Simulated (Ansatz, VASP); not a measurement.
ReIrS4: VASP beside Ansatz

```
Re Ir S
1.0
     0.00000    3.53353    3.53353
     3.53353    0.00000    3.53353
     3.53353    3.53353    0.00000
Re Ir S
1 1 4
Direct
  0.00000 0.00000 0.00000
  0.75000 0.75000 0.75000
  0.37536 0.87391 0.37536
  0.37536 0.37536 0.87391
  0.37536 0.37536 0.37536
  0.87391 0.37536 0.37536
```

Alike in both runs: functional PBE; k mesh 4 × 4 × 4; occupations gaussian, width 0.1 eV; collinear spin.

Ansatz relaxed the structure, and its values are those at the end. VASP's run is a single point on that final structure, the one shown.

|  | VASP | Ansatz |
| --- | --- | --- |
| version | VASP 6.6.1 | Ansatz 0.2.0 |
| potentials or method | VASP PAW PBE potentials, release 64 (Re, Ir, S) | scalar-relativistic, plane waves, PAW |
| plane-wave cutoff (eV) | 520 | 420 |
| valence electrons in the cell | 40 | 56 |

|  | VASP | Ansatz | Ansatz less VASP |
| --- | --- | --- | --- |
| gap on the k mesh at the Fermi level (eV) | none | none | - |
| pressure (GPa) | -0.1 | 0.0 | +0.05 |
| rms of the force components (eV/Å) | 0.004 | 0.002 | -0.0017 |
| net moment per atom (μB) | 0.00 | 0.00 | -0.001 |

A gap of «none» marks a metal or a gap that the smearing closes. The two sets of potentials don't hold the same shells in valence. Ansatz warned: «seeded_moment_not_kept».

Caveats: the k mesh is coarse (spacing up to 0.38 Å⁻¹), so the values aren't converged. Spin-orbit coupling is left out, which matters for the levels of Ir, Re.
